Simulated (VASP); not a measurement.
Elastic constants (GPa) of a crystal from LDA (Ceperley-Alder, Perdew-Zunger), VASP's LDA PAW potentials (set 64) (VASP):

```
       xx     yy     zz    yz    xz    xy
--  -----  -----  -----  ----  ----  ----
xx  204.2   88.9   88.9   0.0   0.0   0.0
yy   88.9  204.2   88.9   0.0   0.0   0.0
zz   88.9   88.9  204.2   0.0   0.0   0.0
yz    0.0    0.0    0.0  27.0   0.0   0.0
xz    0.0    0.0    0.0   0.0  27.0   0.0
xy    0.0    0.0    0.0   0.0   0.0  27.0
```

Problem. Work out the Voigt, Reuss and Hill moduli, Young's modulus and Poisson's ratio.

Solution. All eigenvalues are positive (smallest 27.0 GPa), so the crystal is stable. K_V = (C11+C22+C33+2(C12+C13+C23))/9 = (612.6 + 2×266.7)/9 = 127.3 GPa; G_V = (612.6 − 266.7 + 3×81.0)/15 = 39.3 GPa. From the compliances, K_R = 127.3 GPa and G_R = 34.3 GPa. Hill: K = 127.3 GPa, G = 36.8 GPa, E = 9KG/(3K+G) = 100.6 GPa, ν = (3K−2G)/(2(3K+G)) = 0.368. K/G = 3.46, above Pugh's 1.75; universal anisotropy A^U = 0.72.

Problem. With a density of 6.65 g/cm³, what are the mean sound speeds?

Solution. v_l = √((K+4G/3)/ρ) = 5.15 km/s and v_t = √(G/ρ) = 2.35 km/s. The crystal is CdF2 (space group Fm-3m), cubic.

The structure comes from a computed database's CdF2 entry (Fm-3m); how it stands against other phases isn't given here. It was relaxed first.
